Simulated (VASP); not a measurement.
Output of a VASP run:

### OSZICAR
```
       N       E                     dE             d eps       ncg     rms          rms(c)
DAV:   1     0.517945642976E+03    0.51795E+03   -0.22013E+04  2105   0.201E+03
DAV:   2     0.124934083294E+02   -0.50545E+03   -0.49250E+03  2176   0.569E+02
DAV:   3    -0.428721154647E+02   -0.55366E+02   -0.53636E+02  2298   0.169E+02
DAV:   4    -0.452233361647E+02   -0.23512E+01   -0.22847E+01  2368   0.348E+01
DAV:   5    -0.452969518715E+02   -0.73616E-01   -0.72088E-01  2549   0.575E+00    0.488E+01
DAV:   6    -0.394997443115E+02    0.57972E+01   -0.42669E+01  2450   0.484E+01    0.154E+01
DAV:   7    -0.391336450011E+02    0.36610E+00   -0.58383E+00  2187   0.161E+01    0.131E+01
DAV:   8    -0.390030215230E+02    0.13062E+00   -0.57460E-01  2041   0.575E+00    0.124E+00
DAV:   9    -0.390032321534E+02   -0.21063E-03   -0.46590E-02  2738   0.138E+00    0.282E-01
DAV:  10    -0.390028304316E+02    0.40172E-03   -0.35460E-03  2384   0.546E-01    0.169E-01
DAV:  11    -0.390029396746E+02   -0.10924E-03   -0.11450E-03  2614   0.399E-01    0.794E-02
DAV:  12    -0.390029104268E+02    0.29248E-04   -0.22541E-04  2592   0.128E-01    0.191E-02
DAV:  13    -0.390029130221E+02   -0.25953E-05   -0.38355E-05  2359   0.563E-02    0.870E-03
DAV:  14    -0.390029127350E+02    0.28707E-06   -0.43370E-06  2071   0.151E-02
   1 F= -.39002913E+02 E0= -.38998178E+02  d E =-.946962E-02
```

**OUTCAR**
```
------------------------ aborting loop because EDIFF is reached ----------------------------------------
  FORCE on cell =-STRESS in cart. coord.  units (eV):
  Direction    XX          YY          ZZ          XY          YZ          ZX
  --------------------------------------------------------------------------------------
  Total        1.2147552      1.4865382      1.4343240      0.0135800     -0.0067120      0.0287685
  in kB       32.4446298     39.7036226     38.3090465      0.3627040     -0.1792683      0.7683721
  external PRESSURE =      36.8190996 kB  Pullay stress =       0.0000000 kB
  volume of cell :       59.99
      direct lattice vectors                 reciprocal lattice vectors
     3.914583000  0.000000000  0.000000000     0.255455051  0.000000000  0.000000000
     0.000000000  3.914583000  0.000000000     0.000000000  0.255455051  0.000000000
     0.000000000  0.000000000  3.914583000     0.000000000  0.000000000  0.255455051
 POSITION                                       TOTAL-FORCE (eV/Angst)
 -----------------------------------------------------------------------------------
      3.90965      0.00619      3.89332        -0.234442      0.009284      0.046029
      1.89910      1.95584      1.97212         1.865260      0.178143     -0.252186
      0.01521      1.94631      1.96144        -1.246951      0.058821      0.081447
      1.99992      1.95395      0.01293        -0.234607      0.014266     -0.021208
      1.96258      0.00958      1.94664        -0.149260     -0.260514      0.145918
 -----------------------------------------------------------------------------------
    total drift:                               -0.000374      0.000100     -0.000298
  FREE ENERGIE OF THE ION-ELECTRON SYSTEM (eV)
  ---------------------------------------------------
  free  energy   TOTEN  =       -39.0029127350 eV

  energy  without entropy=      -38.9934431144  energy(sigma->0) =      -38.99817792
```
(Selected blocks of OUTCAR.)

File POSCAR:
```
SnMoO3
1
    3.9145830000     0.0000000000     0.0000000000
    0.0000000000     3.9145830000     0.0000000000
    0.0000000000     0.0000000000     3.9145830000
Sn Mo O
1 1 3
Direct
 -0.0012600000   0.0015800000  -0.0054310000
  0.4851340000   0.4996300000   0.5037880000
  0.0038850000   0.4971950000   0.5010600000
  0.5108890000   0.4991460000   0.0033030000
  0.5013520000   0.0024480000   0.4972800000
```

Problem. Write an INCAR and KPOINTS that could have produced this output.

Solution. One answer among several that fit: the input of the run itself, PBEsol GGA, plane waves, VASP's PBE PAW potentials (set 64).

KPOINTS:
```
Automatic mesh
0
Gamma
4 4 4
0 0 0
```

### INCAR
```
LCHARG=.FALSE.
ALGO=Normal
LMAXMIX=4
PREC=Accurate
SYSTEM=SnMoO3
SIGMA=0.05   # width (eV)
ISIF=2   # forces and stress, cell fixed
LREAL=.FALSE.   # projection in real space or not
GGA=PS   # PBEsol
ISMEAR=0
LWAVE=.FALSE.
ENCUT=400
EDIFF=1E-6
NELM=100
LASPH=.TRUE.   # aspherical one-centre terms
```

POTCAR, in this order: Sn_d Mo_sv O (PBE.64 set). Program: vasp_std.

At this cut-off the stress carries a Pulay error, which pulls relaxed volumes low.

The structure was generated: SnMoO3 was put into an ordered model structure, which need not be its known phase. The cell was not relaxed at this level, atoms are displaced from their ideal sites. The k-mesh is coarse (spacing up to 0.40 per Å, 2π included), so the numbers may not be converged in it. The run is one of a series of settings (GGA = PS, POTCAR Sn_d Mo_sv O (PBE.64 set) against the base run), some of them coarse on purpose.
